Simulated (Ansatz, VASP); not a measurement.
**BaTiO3 in two plane-wave programs**

Wanted: the spread between two codes on one cell, functional and k mesh. The cell is taken from a series of VASP runs on this material, whose earlier steps may have relaxed, scaled or displaced it; both programs get it as it stands.

Program: Ansatz 0.2.0. Level of theory: plane waves, with VASP 6.6.1 beside it; single point at r2SCAN, band structure at r2SCAN and band structure at r2SCAN, spin-orbit coupling. Results are calculated unless marked as measured.

### Step 1. Set-up

The structure is tetragonal, space group P4mm (No. 99). Conventional cell: a = 3.987 Å, b = 3.987 Å, c = 4.119 Å, α = 90.00°, β = 90.00°, γ = 90.00°. Nearest to Ba lie 12 O at 2.81 to 2.92 Å. Ti has 6 O at 1.83 to 2.28 Å nearest. O has 2 Ti at 1.83 to 2.28 Å and 4 Ba at 2.82 Å nearest. Nearest to O lie 2 Ti at 2.00 Å and 4 Ba at 2.81 to 2.92 Å. Farther neighbours and most contacts between anions are not listed.

Coordinates:

```cif
data_structure
_symmetry_space_group_name_H-M 'P 1'
_symmetry_Int_Tables_number 1
_cell_length_a 3.9874
_cell_length_b 3.9874
_cell_length_c 4.1187
_cell_angle_alpha 90.000
_cell_angle_beta 90.000
_cell_angle_gamma 90.000
_cell_volume 65.48
loop_
_atom_site_label
_atom_site_type_symbol
_atom_site_fract_x
_atom_site_fract_y
_atom_site_fract_z
_atom_site_occupancy
Ba1 Ba 0.00000 0.00000 0.00667 1
Ti2 Ti 0.50000 0.50000 0.52518 1
O3 O 0.50000 0.50000 0.97069 1
O4 O 0.50000 0.00000 0.48723 1
O5 O 0.00000 0.50000 0.48723 1
```

### Step 2. VASP: single point, r2SCAN

With cell and atoms fixed, the geometry can't cause a difference; cores, projectors, grids and the points listed under the comparison can.

Lines of VASP's logs that name or quote its potential files are left out, and so is its time.

Contents of INCAR:

```
SYSTEM = BaTiO3
PREC = Accurate
ENCUT = 520
EDIFF = 1E-06
NELM = 100
ISMEAR = 0
SIGMA = 0.05
LREAL = .FALSE.
ALGO = Normal
METAGGA = R2SCAN
LASPH = .TRUE.
NBANDS = 26
LORBIT = 11
LWAVE = .FALSE.
LCHARG = .TRUE.
ISIF = 2
LELF = .TRUE.
LVHAR = .TRUE.
```

Contents of POSCAR:

```
BaTiO3
1.0
    3.9873869246      0.0000000000      0.0000000000
    0.0000000000      3.9873869246      0.0000000000
    0.0000000000      0.0000000000      4.1187101708
Ba Ti O
1 1 3
Direct
    0.0000000000      0.0000000000      0.0066704939
    0.5000000000      0.5000000000      0.5251820461
    0.5000000000      0.5000000000      0.9706868149
    0.5000000000      0.0000000000      0.4872303225
    0.0000000000      0.5000000000      0.4872303225
```

Contents of KPOINTS:

```
Automatic mesh
0
Gamma
5 5 5
0 0 0
```

Potentials, in the order of the species: Ba_sv, Ti_sv and O (PBE family, release 64).

Launch:

```
$ mpirun -np 4 vasp_std
```

Numbers of over 12 decimals in the logs are rounded to 6 here.

What it wrote:

```text
[banner, memory and clock lines left out]
running    4 mpi-ranks, on    1 nodes
 distrk:  each k-point on    4 cores,    1 groups
 distr:  one band on    1 cores,    4 groups

 POSCAR found type information on POSCAR BaTiO
 POSCAR found :  3 types and       5 ions
|                                                                             |
|               ----> ADVICE to this user running VASP <----                  |
|                                                                             |
|     You enforced a specific xc type in the INCAR file but a different       |
|     [... a line on the potential file left out ...]
|     I HOPE YOU KNOW WHAT YOU ARE DOING!                                     |
|                                                                             |

 LDA part: xc-table for (None), standard interpolation
|                                                                             |
|           W    W    AA    RRRRR   N    N  II  N    N   GGGG   !!!           |
|           W    W   A  A   R    R  NN   N  II  NN   N  G    G  !!!           |
|           W    W  A    A  R    R  N N  N  II  N N  N  G       !!!           |
|           W WW W  AAAAAA  RRRRR   N  N N  II  N  N N  G  GGG   !            |
|           WW  WW  A    A  R   R   N   NN  II  N   NN  G    G                |
|           W    W  A    A  R    R  N    N  II  N    N   GGGG   !!!           |
|                                                                             |
|     The number of bands has been changed from the values supplied in        |
|     The orbitals not found in the WAVECAR file will be initialized with     |
|     random numbers, which is usually adequate. For correlated               |
|     calculations, however, you should redo the groundstate calculation.     |
|     I found NBANDS = 26. Now, NBANDS = 28.                                  |
|                                                                             |

 POSCAR, INCAR and KPOINTS ok, starting setup
 FFT: planning ... GRIDC
 FFT: planning ... GRID_SOFT
 FFT: planning ... GRID
 WAVECAR not read
 entering main loop
       N       E                     dE             d eps       ncg     rms          rms(c)
DAV:   1     0.403737421421E+03    0.40374E+03   -0.21270E+04  1008   0.158E+03
DAV:   2    -0.495628726819E+02   -0.45330E+03   -0.43236E+03  1156   0.442E+02
DAV:   3    -0.947687254443E+02   -0.45206E+02   -0.44796E+02  1436   0.136E+02
DAV:   4    -0.969844461738E+02   -0.22157E+01   -0.22096E+01  1484   0.255E+01
DAV:   5    -0.970562618223E+02   -0.71816E-01   -0.71806E-01  1380   0.366E+00    0.231E+01
DAV:   6    -0.735612141272E+02    0.23495E+02   -0.37698E+01  1396   0.691E+01    0.646E+00
DAV:   7    -0.742212202249E+02   -0.66001E+00   -0.49593E+00  1224   0.137E+01    0.524E+00
DAV:   8    -0.742333376738E+02   -0.12117E-01   -0.34135E-01  1300   0.481E+00    0.217E+00
DAV:   9    -0.742677794173E+02   -0.34442E-01   -0.13343E-01  1224   0.273E+00    0.655E-01
DAV:  10    -0.742709340753E+02   -0.31547E-02   -0.88197E-02  1188   0.160E+00    0.763E-01
DAV:  11    -0.742650896499E+02    0.58444E-02   -0.12927E-02  1288   0.106E+00    0.273E-01
DAV:  12    -0.742643794318E+02    0.71022E-03   -0.30667E-03  1396   0.496E-01    0.560E-02
DAV:  13    -0.742643418012E+02    0.37631E-04   -0.54102E-04  1152   0.151E-01    0.277E-02
DAV:  14    -0.742643391193E+02    0.26819E-05   -0.19289E-04  1332   0.131E-01    0.370E-02
DAV:  15    -0.742643306231E+02    0.84962E-05   -0.24147E-05  1252   0.451E-02    0.140E-02
DAV:  16    -0.742643283299E+02    0.22932E-05   -0.13119E-05  1372   0.278E-02    0.459E-03
DAV:  17    -0.742643279881E+02    0.34187E-06   -0.12478E-06   680   0.843E-03
   1 F= -.74264328E+02 E0= -.74264328E+02  d E =-.528068E-19
```

Parts of OUTCAR (step 2):

```text
ion  position               nearest neighbor table
   1  0.000  0.000  0.007-   4 2.81   5 2.81   5 2.81   4 2.81   3 2.82   3 2.82   3 2.82   3 2.82
                             4 2.92   5 2.92   4 2.92   5 2.92   2 3.45   2 3.45   2 3.45   2 3.45
   2  0.500  0.500  0.525-   3 1.83   4 2.00   5 2.00   4 2.00   5 2.00   3 2.28   1 3.45   1 3.45
                             1 3.45   1 3.45   1 3.54   1 3.54   1 3.54   1 3.54
   3  0.500  0.500  0.971-   2 1.83   2 2.28   1 2.82   1 2.82   1 2.82   1 2.82
   4  0.500  0.000  0.487-   2 2.00   2 2.00   1 2.81   1 2.81   1 2.92   1 2.92
   5  0.000  0.500  0.487-   2 2.00   2 2.00   1 2.81   1 2.81   1 2.92   1 2.92

  LATTYP: Found a simple tetragonal cell.
 ALAT       =     3.9873869246
 C/A-ratio  =     1.0329346634

 Subroutine GETGRP returns: Found  8 space group operations
 (whereof  8 operations were pure point group operations)

The static configuration has the point symmetry C_4v.

 Found     18 irreducible k-points:

   k-points           NKPTS =     18   k-points in BZ     NKDIM =     18   number of bands    NBANDS=     28

   dimension x,y,z NGX =    30 NGY =   30 NGZ =   32
   dimension x,y,z NGXF=    60 NGYF=   60 NGZF=   64

   ENCUT  =  520.0 eV  38.22 Ry    6.18 a.u.   7.41  7.41  7.66*2*pi/ulx,y,z

   NELECT =      40.0000    total number of electrons

 k-points in reciprocal lattice and weights: Automatic mesh
   0.00000000  0.00000000  0.00000000       0.008
   0.20000000  0.00000000  0.00000000       0.032
   0.40000000  0.00000000  0.00000000       0.032
   0.20000000  0.20000000  0.00000000       0.032
   0.40000000  0.20000000  0.00000000       0.064
   0.40000000  0.40000000  0.00000000       0.032
   0.00000000  0.00000000  0.20000000       0.016
   0.20000000  0.00000000  0.20000000       0.064
   0.40000000  0.00000000  0.20000000       0.064
[...]
0.40000000  0.20000000  0.40000000       0.128
   0.40000000  0.40000000  0.40000000       0.064

 average (electrostatic) potential at core
       1 -38.2579       2 -81.6512       3 -73.6545       4 -73.3954       5 -73.3954

 E-fermi :   3.6384

 k-point     1 :       0.0000    0.0000    0.0000
  band No.  band energies     occupation
    ...
     16       1.9701      2.00000
     17       2.2333      2.00000
     18       2.8273      2.00000
     19       3.0305      2.00000
     20       3.0305      2.00000
     21       5.6972      0.00000
     22       6.1324      0.00000
     23       6.1324      0.00000
     24       7.8040      0.00000
     25       7.9724      0.00000
    ...

 k-point     2 :       0.2000    0.0000    0.0000
  band No.  band energies     occupation
    ...
     16       1.7312      2.00000
     17       2.0418      2.00000
     18       2.3598      2.00000
     19       2.6762      2.00000
     20       2.7803      2.00000
     21       6.1417      0.00000
     22       6.3728      0.00000
     23       6.4291      0.00000
     24       7.9269      0.00000
     25       8.7216      0.00000
    ...

 k-point     3 :       0.4000    0.0000    0.0000
  band No.  band energies     occupation
    ...
     16       1.5866      2.00000
     17       1.6155      2.00000
     18       1.8565      2.00000
     19       2.2349      2.00000
     20       2.3998      2.00000
     21       6.2197      0.00000
     22       7.2264      0.00000
     23       7.2642      0.00000
     24       7.8989      0.00000
     25       9.4933      0.00000
    ...

  Total        0.0170344      0.0170344      0.0204571      0.0000000      0.0000000      0.0000000
  in kB        0.4167729      0.4167729      0.5005138      0.0000000      0.0000000      0.0000000
  external PRESSURE =       0.4446865 kB  Pullay stress =       0.0000000 kB

  energy-cutoff  :      520.00
  volume of cell :       65.48
      direct lattice vectors                 reciprocal lattice vectors
     3.987386925  0.000000000  0.000000000     0.250790811  0.000000000  0.000000000
     0.000000000  3.987386925  0.000000000     0.000000000  0.250790811  0.000000000
     0.000000000  0.000000000  4.118710171     0.000000000  0.000000000  0.242794457

 POSITION                                       TOTAL-FORCE (eV/Angst)
 -----------------------------------------------------------------------------------
      0.00000      0.00000      0.02747         0.000000      0.000000      0.008190
      1.99369      1.99369      2.16307        -0.000000     -0.000000     -0.002215
      1.99369      1.99369      3.99798        -0.000000      0.000000     -0.004284
      1.99369      0.00000      2.00676        -0.000000      0.000000     -0.000846
      0.00000      1.99369      2.00676        -0.000000      0.000000     -0.000846
 -----------------------------------------------------------------------------------
    total drift:                                0.000000      0.000000      0.012985

  FREE ENERGIE OF THE ION-ELECTRON SYSTEM (eV)
  ---------------------------------------------------
  free  energy   TOTEN  =       -74.2643279881 eV

  energy  without entropy=      -74.2643279881  energy(sigma->0) =      -74.26432799

 total charge
# of ion       s       p       d       tot
------------------------------------------
    1        2.017   5.666   0.293   7.975
    2        2.213   6.267   1.687  10.167
    3        1.573   3.492   0.000   5.065
    4        1.567   3.496   0.000   5.063
    5        1.567   3.496   0.000   5.063
--------------------------------------------------
tot          8.936  22.417   1.980  33.332

[... 3 further parts left out ...]
```

This run has no spin polarisation, so a moment on Ti, if there is one, isn't seen. Harder data sets than Ba_sv exist (the GW ones), and pressures, volumes and forces can shift noticeably with them.

### Step 3. Ansatz: single point, r2SCAN

Ansatz runs on its default PAW (the set named soft_2) files.

The same cell, functional, mesh and smearing now go to Ansatz, which takes its cutoff from its data sets.

Contents of input.yaml:

```yaml
crystal:
  lattice:
    - [3.9873869246, 0.0, 0.0]
    - [0.0, 3.9873869246, 0.0]
    - [0.0, 0.0, 4.1187101708]
  atoms:
    - { symbol: Ba, position: [0.0, 0.0, 0.0066704939] }
    - { symbol: Ti, position: [0.5, 0.5, 0.5251820461] }
    - { symbol: O, position: [0.5, 0.5, 0.9706868149] }
    - { symbol: O, position: [0.5, 0.0, 0.4872303225] }
    - { symbol: O, position: [0.0, 0.5, 0.4872303225] }
hamiltonian:
  xc: r2scan
  pseudopotentials: { kind: paw }
kpoints:
  mp_grid: { grid: [5, 5, 5] }
scf:
  occupations: { method: gaussian, width: 0.05 }
  n_extra_bands: 5
output:
  forces: true
  stress: true
  eigenvalues: true
```

Launch:

```
$ ansatz run input.yaml --threads 2 --pin off --max-ram 4608MiB --backend cpu --events-out ev --progress --plain --runs-dir out
```

What it wrote:

```text
scf.n_extra_bands = 5 over 20 filled bands (N_el = 40.0): the run solves 25 bands
Engine: ansatz 0.2.0, aarch64-unknown-linux-gnu
Pseudopotentials: kind: paw
Pseudopotential: Ba, paw, valence charge 10, recommended cutoff 500 eV (meta_gga), Ba.paw.azcp
Pseudopotential: Ti, paw, valence charge 12, recommended cutoff 500 eV (meta_gga), Ti.paw.azcp
Pseudopotential: O, paw, valence charge 6, recommended cutoff 500 eV (meta_gga), O.paw.azcp
Functional definition: r2SCAN
  parameter k0 = 0.174
  parameter k1 = 0.065
  parameter a1 = 4.9479
  exchange = r2scan_x(k0 = k0, k1 = k1, a1 = a1)
  correlation = r2scan_c
Crystal: 5 atoms, lattice volume = 65.484 Å³
Basis set: ecut = 500 eV, 1663 PW (Γ), exchange–correlation on 120×120×128 points (64 copies of the dense FFT grid, shifted against one another)
Bands: 25, of which v1, the nominal top of the filled ones, is band 20 counted from 1 (19 counted from 0)
Symmetry: 8 space group operations
Space group: P4mm (ITA 99), of the structure as read, at distance tolerance 4.0e-5 Å
k-points: 18 of 125 (time reversal used)
Non-local potential: Ba, projectors of the file, l = 0: 3, l = 1: 2, l = 2: 2, l = 3: 2
Non-local potential: Ti, projectors of the file, l = 0: 3, l = 1: 2, l = 2: 3, l = 3: 1
Non-local potential: O, projectors of the file, l = 0: 2, l = 1: 2, l = 2: 1
PAW form: soft (Blöchl's): semilocal exchange-correlation on the pseudo side does not see the compensation charge
PAW frozen core: Ba, regenerated for the run's functional (the file was generated under x = pbe(κ = 0.804, μ = 0.219515), c = pbe(β = 0.066725))
PAW frozen core: Ti, regenerated for the run's functional (the file was generated under x = pbe(κ = 0.804, μ = 0.219515), c = pbe(β = 0.066725))
PAW frozen core: O, regenerated for the run's functional (the file was generated under x = pbe(κ = 0.804, μ = 0.219515), c = pbe(β = 0.066725))
PAW one-centre angular grid: Ba, 302 points (default); XC on 160 Gauss nodes
PAW one-centre angular grid: Ti, 590 points (default); XC on 160 Gauss nodes
PAW one-centre angular grid: O, 302 points (default); XC on 160 Gauss nodes
Initial density: superposition of atomic densities (neutral atoms: chi_scale 0, normalization atom), corrected by the library's trained network
Initial wavefunctions: pseudopotential atomic-orbital guess
Functional: x = r2scan, c = r2scan; τ floored in thin density (d = 2e-4 eV/Å³)
SCF iter   1: F=—  HF=-10183.729425 eV  |F-HF|=—  |Δ(HF+E_count)|=         —  Δρ=2.11e-2  dr2=3.69e-1  dr2_τ=2.39e-1  ethr=1.77e-3  ⟨swp⟩=5.9  Hψ=2249  notcnv=0
preconditioner: auto → Resta (q_TF=auto, 2.513 Å⁻¹)  ε∞=5.0  [insulator: Δε(μ)=2.860 eV  Ē_g=13.040 eV  σ=0.050 eV  W_gap=1.00  n_scr=18 (ndim 8)  ℏωp=26.0 eV  f_vac=0.000  D(μ)=0.00/eV (n_scr^D=0)  ε∞_Penn≈5.0]
SCF iter   2: F=—  HF=-10183.830664 eV  |F-HF|=—  |Δ(HF+E_count)|=   1.01e-1  Δρ=1.13e-2  dr2=5.19e-2  dr2_τ=2.05e-2  ethr=9.22e-4  ⟨swp⟩=3.2  Hψ=973  notcnv=0  defer=18
SCF iter   3: F=—  HF=-10183.823541 eV  |F-HF|=—  |Δ(HF+E_count)|=   7.12e-3  Δρ=3.58e-3  dr2=5.73e-3  dr2_τ=4.28e-4  ethr=1.30e-4  ⟨swp⟩=2.1  Hψ=667  notcnv=0  defer=18
SCF iter   4: F=—  HF=-10183.822777 eV  |F-HF|=—  |Δ(HF+E_count)|=   7.64e-4  Δρ=1.52e-3  dr2=1.08e-3  dr2_τ=1.72e-4  ethr=1.43e-5  ⟨swp⟩=2.0  Hψ=789  notcnv=0  defer=18
SCF iter   5: F=—  HF=-10183.822628 eV  |F-HF|=—  |Δ(HF+E_count)|=   1.49e-4  Δρ=3.65e-4  dr2=6.66e-5  dr2_τ=6.69e-6  ethr=2.69e-6  ⟨swp⟩=2.0  Hψ=569  notcnv=0  defer=18
SCF iter   6: F=—  HF=-10183.822633 eV  |F-HF|=—  |Δ(HF+E_count)|=   4.71e-6  Δρ=1.67e-4  dr2=1.57e-5  dr2_τ=2.47e-6  ethr=1.66e-7  ⟨swp⟩=2.0  Hψ=708  notcnv=0  defer=18
SCF iter   7: F=—  HF=-10183.822631 eV  |F-HF|=—  |Δ(HF+E_count)|=   1.46e-6  Δρ=5.55e-5  dr2=2.21e-6  dr2_τ=1.15e-7  ethr=3.92e-8  ⟨swp⟩=2.0  Hψ=628  notcnv=0  defer=18
SCF iter   8: F=—  HF=-10183.822631 eV  |F-HF|=—  |Δ(HF+E_count)|=   5.49e-8  Δρ=1.94e-5  dr2=2.81e-7  dr2_τ=1.79e-8  ethr=5.52e-9  ⟨swp⟩=2.3  Hψ=687  notcnv=0  defer=18
SCF iter   9: F=-10183.822631 eV  HF=-10183.822631 eV  |F-HF|=1.37e-8  |Δ(HF+E_count)|=   3.79e-8  Δρ=4.75e-6  dr2=1.62e-8  dr2_τ=2.61e-10  ethr=2.50e-10  ⟨swp⟩=8.9  Hψ=2035  notcnv=0
SCF 1 converged in 9 iterations: F = -10183.822631 eV  dr2 = 1.62e-8
  greatest PAW one-centre occupation: 0.999 electrons in one spin orbital (limit 2), on the Ti atom at site 1 (counted from 0), in its partial waves of l = 0
SCF converged after 9 iterations
Free energy (F): -10183.822631 eV
Harris-Foulkes:  -10183.822631 eV  (|F-HF|=1.37e-8)
Internal energy: -10183.822631 eV  (E = F + TS)
E sigma→0 (E₀):  -10183.822631 eV
Fermi energy:    10.870419 eV
--- Per-component energies (eV) ---
  E_band       = -185.282891
  E_kinetic    = 972.838981
  E_local      = -2139.828747  (includes V_loc(G=0)·N_el)
  E_nonlocal   = 199.582244
  E_hartree    = 835.050399
  E_xc         = -474.976132
  E_vxc        = -603.867237  (∫ρ·V_xc dr)
  E_paw        = -6784.988507  (= ΣΔE_a)
  E_vpaw       = -320.954841  (= ΣTr[D̂ρ^β])
  E_aug_tail   = 0.003149  (compensation charges beyond the density's cutoff)
  E_vtau       = 36.842778  (kinetic-family band-sum trace: ∫τ·v_τ [+ j·A + Jᵃ·Aᵃ] dr)
  E_ewald      = -2791.225154
  E_core_change = -0.278864  (= ΣΔE_core)
  E_smearing   = -0.000000  (= −TS)
  E_closure    = 0.000000  (closes the sum)
  Σ components = -10183.822631   (vs F -10183.822631, Δ=0.00e0)
--- Forces (eV/Å), atoms counted from 1 ---
  atom   1  Ba    -0.00000000     0.00000000     0.03273714
  atom   2  Ti     0.00000000     0.00000000     0.15243466
  atom   3  O      0.00000000     0.00000000    -0.15669597
  atom   4  O     -0.00000000     0.00000000    -0.01426626
  atom   5  O      0.00000000     0.00000000    -0.01426626
  max |Σ_I F_I| component: 5.67e-5 eV/Å
--- Stress (GPa, compression-positive) ---
       -1.790711       0.000000      -0.000000
        0.000000      -1.790711       0.000000
       -0.000000       0.000000      -1.922079
  P = ⅓ Tr σ = -1.8345 GPa (-18.345 kbar)
--- Band table (eV; the first three rows and the last of 18) ---
  k-point 0: bands = [... 16 lower, 8.5514, 9.1976, 9.3940, 9.3940, 12.0485, 12.4853, 12.4853, 14.2072, ... 1 higher]
  k-point 1: bands = [... 16 lower, 8.3076, 8.6393, 9.3017, 9.3017, 12.0835, 12.9210, 12.9210, 14.2042, ... 1 higher]
  k-point 2: bands = [... 16 lower, 7.9634, 7.9702, 9.1523, 9.1523, 12.1419, 13.5799, 13.5799, 14.2033, ... 1 higher]
  k-point 17: bands = [... 16 lower, 7.3024, 9.3105, 9.3837, 9.6612, 14.1254, 14.1322, 14.2005, 16.8169, ... 1 higher]
```

It took 8.5 s on 2 threads of Arm Neoverse N1, shared host; peak memory 0.42 GiB.

In the SCF lines HF is the Harris–Foulkes energy and dr2 the Hartree energy of the density residual, in eV; the loop may stop once dr2 is under the threshold and the program's other checks hold. Hψ counts applications of the Hamiltonian.

The run ends at a pressure of -1.83 GPa, with forces up to 0.16 eV/Å.

### Step 4. Differences

Known differences besides the potentials themselves: VASP keeps PBE cores, Ansatz makes them for the functional; the cutoff is 500 eV in Ansatz and 520 eV in VASP. Total energies have different zeros and are not compared.

Both answers:

| quantity | Ansatz | VASP | difference |
| --- | --- | --- | --- |
| pressure (GPa) | -1.83 | 0.04 | -1.88 |
| pressure without Ansatz's Pulay correction (GPa) | -1.90 | 0.04 | -1.94 |
| gap on the k mesh (eV) | 2.358 | 2.369 | -0.012 |

At this near-relaxed geometry the largest component of a force difference is 155 meV/Å. A gap on the mesh is an upper bound, since the band edges may lie between its points. Ansatz's pressure holds a Pulay correction of 0.06 GPa; VASP's holds none.

### Step 5. Further runs

Further runs change the set-up of one program: Ansatz's method, potentials or start, or VASP's data sets, cutoff or form of LDA. The table gives Ansatz less VASP for each quantity, since a change that brings one quantity closer may part another.

| run | r.m.s. force difference (meV/Å) | pressure (GPa) | gap on the k mesh (eV) | pressure without Ansatz's Pulay correction (GPa) |
| --- | --- | --- | --- | --- |
| as above | 57 | -1.9 | -0.012 | -1.9 |
| cores kept as stored | 57 | -1.9 | -0.012 | -2.0 |
| Ansatz's larger PAW set (cutoff 910 eV) | 61 | -1.9 | -0.018 |  |
| norm-conserving potentials (cutoff 1290 eV) | 56 | -1.9 | -0.013 |  |

(Part 1 of 3 ends here.)

[Lines on the potential files, build, host, timing and source positions are cut from VASP's logs without a mark.]

[Logs are printed without paths, hosts, clocks, repeated set-up lines and the standing remarks that a program may print on its own settings, such as how far it seeks lower states.]

[Hosts, paths, dates, database ids (printed as entryN), source tags and the programs' standing remarks are cut or masked in the printed files.]
